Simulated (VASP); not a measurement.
Given:

```
Au3Cu
1.0
    0.00000     2.00835     2.00835
    2.00835     0.00000     2.00835
    7.89102     7.89102     0.14239
Cu Au
1 3
Direct
  0.00000   0.00000   0.00000
  0.02670   0.02670   0.22998
  0.00000   0.00000   0.50000
  0.97330   0.97330   0.77002
```

Calculation: PBEsol GGA, VASP's PBE PAW potentials (set 64) (plane waves; VASP 6.6.1). Run with 400 eV cut-off, Gaussian smearing of 0.050 eV, potentials Cu Au.

Unless said otherwise, spin-orbit coupling is left out, though it shifts the bands of the heavy elements here.

Question: Estimate the band gap (along the path) with the smallest direct gap where there is one.

Answer: 
| Item | Value |
|---|---|
| band gap (along the path) | none (metal, semimetal or under 0.01 eV) |

Total energies compare only between runs with the same potentials, cut-off and functional.

The structure was generated: Au3Cu was put into an ordered model structure (R-3m), which need not be its known phase. It was relaxed first.
